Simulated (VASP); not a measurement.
Input:

```xyz
3
Lattice="0.0000 3.1106 3.1106 3.1106 0.0000 3.1106 3.1106 3.1106 0.0000" Properties=species:S:1:pos:R:3 pbc="T T T"
Ba     3.1106     0.0000     3.1106
F      1.5553     1.5553     1.5553
F      4.6658     4.6658     4.6658
```

Level of theory: vdW-DF2, VASP's PBE PAW potentials (set 64) (plane waves; VASP). Run with 520 eV cut-off, 6×6×6 Γ-centred mesh, Gaussian smearing of 0.050 eV, potentials Ba_sv F.

Task: Give the stress tensor in GPa (positive for a compressed cell).

Result: 
```
3.88  0.00  0.00
0.00  3.88  0.00
0.00  0.00  3.88
```
The pressure is its mean diagonal, 3.88 GPa.

The compound is BaF2 in the fluorite structure. This cell is one point of a volume scan, at 0.94 of the reference volume.
